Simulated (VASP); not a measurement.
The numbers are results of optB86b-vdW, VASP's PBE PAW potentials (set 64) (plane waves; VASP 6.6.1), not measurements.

VASP ran on this input.

**KPOINTS**
```
Automatic mesh
0
Gamma
7 7 7
0 0 0
```

**INCAR**
```
# general
SYSTEM   = CdSe
PREC     = Accurate
ENCUT    = 520
LREAL    = .FALSE.
LASPH    = .TRUE.

# electronic loop
EDIFF    = 1E-6
NELM     = 100
ALGO     = Normal
LMAXMIX  = 4

# smearing
ISMEAR   = 0
SIGMA    = 0.05

# functional
GGA      = MK
LUSE_VDW = .TRUE.
AGGAC    = 0.0
PARAM1   = 0.1234
PARAM2   = 1.0

# ions
IBRION   = 2
NSW      = 60
ISIF     = 3
EDIFFG   = -0.01

# output
LWAVE    = .FALSE.
LCHARG   = .FALSE.
```

### POSCAR
```
CdSe
1
    0.0000000000     3.0250000000     3.0250000000
    3.0250000000     0.0000000000     3.0250000000
    3.0250000000     3.0250000000     0.0000000000
Cd Se
1 1
Direct
  0.0000000000   0.0000000000   0.0000000000
  0.2500000000   0.2500000000   0.2500000000
```

POTCAR, in this order: Cd Se (PBE.64 set). Program: vasp_std.

Output of the run:

OSZICAR:
```
       N       E                     dE             d eps       ncg     rms          rms(c)
DAV:   1     0.113871233085E+03    0.11387E+03   -0.89464E+03   528   0.124E+03
DAV:   2     0.368570072598E+01   -0.11019E+03   -0.10620E+03   575   0.291E+02
DAV:   3    -0.101338381869E+01   -0.46991E+01   -0.46859E+01   640   0.621E+01
DAV:   4    -0.103785627312E+01   -0.24472E-01   -0.24470E-01   545   0.446E+00
DAV:   5    -0.103800480713E+01   -0.14853E-03   -0.14853E-03   615   0.318E-01    0.653E+00
DAV:   6    -0.680644353902E+00    0.35736E+00   -0.69628E-01   708   0.113E+01    0.507E+00
DAV:   7    -0.660477798307E+00    0.20167E-01   -0.16370E-01   565   0.313E+00    0.221E+00
DAV:   8    -0.660911652697E+00   -0.43385E-03   -0.15103E-02   525   0.186E+00    0.239E-01
DAV:   9    -0.660919324518E+00   -0.76718E-05   -0.20134E-03   590   0.698E-01    0.514E-02
DAV:  10    -0.660957320479E+00   -0.37996E-04   -0.21929E-04   540   0.226E-01    0.419E-02
DAV:  11    -0.660982976910E+00   -0.25656E-04   -0.50268E-05   530   0.644E-02    0.129E-02
DAV:  12    -0.660982268103E+00    0.70881E-06   -0.60033E-06   585   0.376E-02
   1 F= -.66098227E+00 E0= -.66098227E+00  d E =-.660982E+00
       N       E                     dE             d eps       ncg     rms          rms(c)
DAV:   1    -0.140228427370E+01   -0.74130E+00   -0.15593E+01   560   0.539E+01    0.738E+00
DAV:   2    -0.767752057501E+00    0.63453E+00   -0.15000E+00   530   0.193E+01    0.255E+00
DAV:   3    -0.691836842944E+00    0.75915E-01   -0.18027E-01   560   0.499E+00    0.228E+00
DAV:   4    -0.680982850707E+00    0.10854E-01   -0.13838E-02   530   0.958E-01    0.519E-01
DAV:   5    -0.680267409809E+00    0.71544E-03   -0.20491E-03   605   0.606E-01    0.753E-02
DAV:   6    -0.680283727149E+00   -0.16317E-04   -0.27531E-04   530   0.192E-01    0.451E-02
DAV:   7    -0.680296521554E+00   -0.12794E-04   -0.14472E-05   565   0.306E-02    0.145E-02
DAV:   8    -0.680295980950E+00    0.54060E-06   -0.17588E-06   380   0.198E-02
   2 F= -.68029598E+00 E0= -.68029598E+00  d E =-.193137E-01
       N       E                     dE             d eps       ncg     rms          rms(c)
DAV:   1    -0.738781411385E+00   -0.58485E-01   -0.11460E+00   575   0.140E+01    0.168E+00
DAV:   2    -0.688545743099E+00    0.50236E-01   -0.13204E-01   560   0.569E+00    0.550E-01
DAV:   3    -0.683584683545E+00    0.49611E-02   -0.13970E-02   550   0.129E+00    0.472E-01
DAV:   4    -0.683108178389E+00    0.47651E-03   -0.89905E-04   530   0.304E-01    0.765E-02
DAV:   5    -0.683084095150E+00    0.24083E-04   -0.14632E-04   595   0.181E-01    0.375E-02
DAV:   6    -0.683087448868E+00   -0.33537E-05   -0.26487E-05   545   0.685E-02    0.116E-02
DAV:   7    -0.683087253916E+00    0.19495E-06   -0.10666E-06   420   0.705E-03
   3 F= -.68308725E+00 E0= -.68308725E+00  d E =-.221050E-01
```

OUTCAR:
```
------------------------ aborting loop because EDIFF is reached ----------------------------------------
  FORCE on cell =-STRESS in cart. coord.  units (eV):
  Direction    XX          YY          ZZ          XY          YZ          ZX
  --------------------------------------------------------------------------------------
  Total        0.0030387      0.0030387      0.0030387      0.0000000      0.0000000      0.0000000
  in kB        0.0837686      0.0837686      0.0837686      0.0000000      0.0000000      0.0000000
  external PRESSURE =       0.0837686 kB  Pullay stress =       0.0000000 kB
  volume of cell :       58.12
      direct lattice vectors                 reciprocal lattice vectors
     0.000000000  3.074409828  3.074409828    -0.162632839  0.162632839  0.162632839
     3.074409828  0.000000000  3.074409828     0.162632839 -0.162632839  0.162632839
     3.074409828  3.074409828 -0.000000000     0.162632839  0.162632839 -0.162632839
  FREE ENERGIE OF THE ION-ELECTRON SYSTEM (eV)
  ---------------------------------------------------
  free  energy   TOTEN  =        -0.6830872539 eV

  energy  without entropy=       -0.6830872539  energy(sigma->0) =       -0.68308725

 reached required accuracy - stopping structural energy minimisation
```
(Selected blocks of OUTCAR.)

File CONTCAR:
```
CdSe
   1.00000000000000
     0.0000000000000000    3.0744098281336316    3.0744098281336316
     3.0744098281336316    0.0000000000000000    3.0744098281336316
     3.0744098281336316    3.0744098281336316   -0.0000000000000000
  Cd              Se
     1     1
Direct
     0.0000000000000000    0.0000000000000000    0.0000000000000000
     0.2500000000000000    0.2500000000000000    0.2500000000000000
```

### OUTCAR
```
 val. band max:        0.5937631529   @ k =   0.0000   0.0000   0.0000

 cond. band min:       1.0245708659   @ k =   0.0000   0.0000   0.0000


 Fermi energy:         0.8105529567

 k-point     1 :       0.0000    0.0000    0.0000
  band No.  band energies     occupation
      1     -11.8433      2.00000
      2      -7.2529      2.00000
      3      -7.2529      2.00000
      4      -7.2529      2.00000
      5      -6.9163      2.00000
      6      -6.9163      2.00000
      7       0.5938      2.00000
      8       0.5938      2.00000
      9       0.5938      2.00000
     10       1.0246      0.00000
     11       6.4792      0.00000
     12       6.4792      0.00000
     13       6.4792      0.00000

 k-point     2 :       0.1429    0.0000    0.0000
  band No.  band energies     occupation
      1     -11.7788      2.00000
      2      -7.2329      2.00000
      3      -7.2329      2.00000
      4      -7.1930      2.00000
      5      -6.9171      2.00000
      6      -6.9171      2.00000
      7      -0.8321      2.00000
      8       0.4432      2.00000
      9       0.4432      2.00000
     10       2.1928      0.00000
     11       6.2293      0.00000
     12       6.7215      0.00000
     13       6.7215      0.00000

 k-point     3 :       0.2857    0.0000    0.0000
  band No.  band energies     occupation
      1     -11.6321      2.00000
      2      -7.1937      2.00000
      3      -7.1937      2.00000
      4      -6.9913      2.00000
      5      -6.9117      2.00000
      6      -6.9117      2.00000
      7      -2.3869      2.00000
      8       0.1383      2.00000
      9       0.1383      2.00000
     10       2.8228      0.00000
     11       6.6605      0.00000
     12       7.0142      0.00000
     13       7.0142      0.00000

 k-point     4 :       0.4286    0.0000    0.0000
  band No.  band energies     occupation
      1     -11.5131      2.00000
      2      -7.1702      2.00000
      3      -7.1702      2.00000
...
```

Energy and stress use the plane-wave basis of the starting cell.

The compound is CdSe in the zinc blende structure, whereas wurtzite is the usual form. This run relaxes it. Symmetry was kept, so distortions that lower it aren't found.
